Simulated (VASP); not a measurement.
Here is the system:

```
CELL_PARAMETERS angstrom
      5.70744     0.00000     0.00000
      2.85372     4.94278     0.00000
      0.00000     0.00000    20.94095
ATOMIC_POSITIONS crystal
  Al 0.00000 0.00000 0.33310
  Al 0.50000 0.00000 0.33310
  Al 0.00000 0.50000 0.33310
  Al 0.50000 0.50000 0.33310
  Al 0.16667 0.16667 0.44437
  Al 0.66667 0.16667 0.44437
  Al 0.16667 0.66667 0.44437
  Al 0.66667 0.66667 0.44437
  Al 0.83333 0.33333 0.55563
  Al 0.33333 0.33333 0.55563
  Al 0.83333 0.83333 0.55563
  Al 0.33333 0.83333 0.55563
  Al 0.00000 0.00000 0.66690
  Al 0.50000 0.00000 0.66690
  Al 0.00000 0.50000 0.66690
  Al 0.50000 0.50000 0.66690
  Cl 0.16667 0.16667 0.73057
```

Level of theory: PBE GGA, VASP's PBE PAW potentials (set 64) (plane waves; VASP 6.6.1). Settings: PREC = Normal, EDIFF = 1E-5, 400 eV cut-off, 5×5×1 Γ-centred mesh, first-order Methfessel-Paxton smearing of 0.10 eV, potentials Al Cl.

### Question
The ions are relaxed. Give the cell that the relaxation ends in.

### Answer

```
CELL_PARAMETERS angstrom
      5.70744     0.00000     0.00000
      2.85372     4.94278     0.00000
      0.00000     0.00000    20.94095
ATOMIC_POSITIONS crystal
  Al 0.00037 0.00037 0.32656
  Al 0.49926 0.00037 0.32656
  Al 0.00037 0.49926 0.32656
  Al 0.50000 0.50000 0.32781
  Al 0.16667 0.16667 0.43849
  Al 0.66652 0.16697 0.44141
  Al 0.16697 0.66652 0.44141
  Al 0.66652 0.66652 0.44141
  Al 0.83650 0.33175 0.55518
  Al 0.33175 0.33175 0.55518
  Al 0.83333 0.83333 0.55324
  Al 0.33175 0.83650 0.55518
  Al 0.99519 0.99519 0.67012
  Al 0.50962 0.99519 0.67012
  Al 0.99519 0.50962 0.67012
  Al 0.50000 0.50000 0.66493
  Cl 0.16667 0.16667 0.76629
```

### Question
How much energy does the relaxation gain?

### Answer
The energy (σ→0) changes by -117.6 meV/atom, in 16 ionic steps.

| step | E(σ→0) (eV) | max force (eV/Å) | pressure (GPa) | volume (Å³) |
|---|---|---|---|---|
| 1 | -58.7149 | 6.523 | 1.27 | 590.76 |
| 2 | -60.3629 | 0.960 | 0.08 | 590.76 |
| 3 | -60.3640 | 0.927 | 0.20 | 590.76 |
| 4 | -60.4724 | 0.773 | 0.02 | 590.76 |
| 5 | -60.5708 | 0.490 | -0.24 | 590.76 |
| 6 | -60.5720 | 0.458 | -0.22 | 590.76 |
| 7 | -60.6125 | 0.278 | -0.36 | 590.76 |
| 8 | -60.6364 | 0.242 | -0.53 | 590.76 |
| 9 | -60.6662 | 0.158 | -0.69 | 590.76 |
| 10 | -60.6994 | 0.108 | -1.10 | 590.76 |
| 11 | -60.7001 | 0.110 | -1.06 | 590.76 |
| 12 | -60.7090 | 0.065 | -1.14 | 590.76 |
| 13 | -60.7102 | 0.072 | -1.19 | 590.76 |
| 14 | -60.7132 | 0.052 | -1.20 | 590.76 |
| 15 | -60.7132 | 0.047 | -1.21 | 590.76 |
| 16 | -60.7139 | 0.025 | -1.22 | 590.76 |

The cell is a thin slab with vacuum, built from Al (fcc): (111) face, Cl adsorbed.
